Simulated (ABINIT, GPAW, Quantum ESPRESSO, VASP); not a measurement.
CaSe (Fm-3m, 2 atoms in the cell) computed with different codes at matched settings

Self-consistent single point.

```xyz
2
Lattice="0.0000 2.9600 2.9600 2.9600 0.0000 2.9600 2.9600 2.9600 0.0000" Properties=species:S:1:pos:R:3 pbc="T T T"
Ca     0.0000     0.0000     0.0000
Se     2.9600     2.9600     2.9600
```

All programs got the same cell, k-point mesh and kind of occupations (in Quantum ESPRESSO's words: occupations = smearing; smearing = fd; degauss = 0.00147 Ry; K_POINTS = automatic 5 5 5 0 0 0); potentials, basis and cutoffs are each program's usual ones.

```csv
code,model,pressure (GPa),gap on the mesh (eV),cutoff
Quantum ESPRESSO,"PBE, SSSP 1.1.2 efficiency (PBE) pseudopotentials",0.97,2.150,40 Ry
GPAW,"PBE, GPAW PAW datasets PBE (gpaw-data 1.0.1)",1.18,2.170,550 eV
VASP,"PBE, VASP's PBE PAW potentials (set 64)",–,2.145,300 eV
ABINIT,"PBE, norm-conserving pseudopotentials (PseudoDojo nc-sr-05 PBE standard)",0.95,2.156,43 Ha
```

A dash marks a value that a program does not give, or that is left out as unsure.

Gaps are read on the mesh. Another mesh or the band path gives a smaller gap, so these values are not converged in the mesh.

The spread over the programs that give each value: pressure within 0.23 GPa; gap on the mesh within 0.025 eV.

The starting cell has typed, rounded lattice constants, without a prior relaxation at this level. On Quantum ESPRESSO's run: Another mesh or the band path of this cell gives a smaller gap, so this value is not converged in the mesh.

Question: Why do the programs differ, and what cannot be compared?

Answer: Differences of this kind can come from the potentials, where these differ, and from what each basis and cutoff leave unconverged. The valence holds different numbers of electrons (Quantum ESPRESSO 16, GPAW 16, VASP 16, ABINIT 26). The zero of total energies and Fermi levels follows the potentials and each program's conventions, so they are not compared here.

VASP's run is marked for a possible Pulay error in its stress at this cutoff; no cutoff test was made.

Left out of this page: Ansatz, CP2K, PySCF, Elk and SIESTA (not drawn, or without a comparable value); FLEUR (with a known weakness of the program).
